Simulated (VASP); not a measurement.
Input:

ZnSe is taken in the cubic space group F-43m (No. 216), the zinc blende structure, Pearson symbol cF8. Lattice parameters: a = b = c = 5.6453 Å, α = β = γ = 90.00°. Zn on 4a has 4 Se at 2.444 Å (tetrahedral). Se on 4d sees 4 Zn at 2.444 Å (tetrahedral). (Neighbours: up to the widest gap in distance over summed covalent radii, below 1.35, at either atom; cation-cation and far metal-metal contacts left out.)
(The calculation used a cell of 2 atoms; values per cell refer to that cell.)

All values below come from r2SCAN+rVV10, VASP's PBE PAW potentials (set 64) (plane waves; VASP 6.6.1). Run with 520 eV cut-off, 8×8×8 Γ-centred mesh, Gaussian smearing of 0.050 eV, potentials Zn Se.

Q: Give the energy at these volumes per atom, relative to the lowest: 21.14, 21.81, 22.49, 23.16, 23.84 Å³.

A: 19.3, 4.6, 0.0, 4.0, 15.4 meV/atom. A third-order Birch-Murnaghan fit gives B0 = 68.2 GPa and B0′ = 4.4.

Measured: bulk modulus 62.4 GPa (computed value off by +9.3 %), as given by Cormac Toher et al., Physical Review Materials (2017), arXiv:1611.05714; a 5.668 Å (computed value off by -0.4 %), as given by Martin Albrecht et al., Physical review. B, Condensed matter (1997), arXiv:cond-mat/9706128. The calculation is for a static lattice, while the measured bulk modulus, a hold thermal and zero-point effects, which are part of the difference.

The compound is ZnSe in the zinc blende structure. It was relaxed first.
